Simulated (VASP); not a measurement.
Li:

```
CELL_PARAMETERS angstrom
-1.75465 1.75465 1.75465
1.75465 -1.75465 1.75465
1.75465 1.75465 -1.75465
ATOMIC_POSITIONS crystal
Li 0.00000 0.00000 0.00000
```

```yaml
Program: VASP 6.6.1
Task: relaxation of cell and atoms
Functional: PBE
Dispersion: D3(BJ)
Potentials_or_basis: VASP PAW PBE potentials, release 64 (Li_sv)
Cutoff: 600 eV
k_mesh: 18 × 18 × 18
Occupations: methfessel-paxton, width 0.1 eV
Spin: no spin polarisation
```

At the start: pressure -2.1 GPa; volume 21.61 Å³/atom.

Problem. Where does the relaxation end?

Solution. Over 6 steps the energy falls by 26.1 meV/atom and the volume is 18.03 Å³/atom (-16.6 %); space group Im-3m (No. 229, to 0.05 Å).

Step by step:
| step | energy change (eV) | largest force (eV/Å) | pressure (GPa) | volume (Å³) |
| --- | --- | --- | --- | --- |
| 1 | 0.0000 | 0.0000 | -2.07 | 21.61 |
| 2 | -0.0102 | 0.0000 | -1.71 | 20.75 |
| 3 | -0.0244 | 0.0000 | -0.64 | 18.89 |
| 4 | -0.0030 | 0.0000 | 3.29 | 15.51 |
| 5 | -0.0261 | 0.0000 | -0.14 | 18.21 |
| 6 | -0.0261 | 0.0000 | 0.05 | 18.03 |

Final structure:
```yaml
crystal:
  lattice:
    - [-1.65189, 1.65189, 1.65189]
    - [1.65189, -1.65189, 1.65189]
    - [1.65189, 1.65189, -1.65189]
  atoms:
    - { symbol: Li, position: [0.00000, 0.00000, 0.00000] }
```

Caveat: the cutoff is under 1.25 times the usual one of these potentials, so pressure, stress and relaxed cells hold a basis-set (Pulay) error; the volume moved by over 15 % at a fixed basis, so the end points are rough; the volume moved by -17 % from the deposited cell, more than functionals usually miss; pairwise dispersion overbinds metals, which lowers pressure and volume.
